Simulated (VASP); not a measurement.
Data:

```
AlN
1.0
    0.00000     2.19688     2.19688
    2.19688     0.00000     2.19688
    2.19688     2.19688     0.00000
Al N
1 1
Cartesian
  0.00000   0.00000   0.00000
  1.09844   1.09844   1.09844
```

Method: optB88-vdW, VASP's PBE PAW potentials (set 64) (plane waves; VASP). Settings: 520 eV cut-off, 10×10×10 Γ-centred mesh, Gaussian smearing of 0.050 eV, potentials Al N.

**Question.** Give the energy at these volumes per atom, relative to the lowest: 9.96, 10.28, 10.60, 10.92, 11.23 Å³.

**Answer.** 26.3, 6.3, 0.0, 5.4, 21.1 meV/atom. A third-order Birch-Murnaghan fit gives B0 = 197 GPa and B0′ = 3.9.

The compound is AlN in the zinc blende structure, a metastable form; wurtzite is the usual one. It was relaxed first.
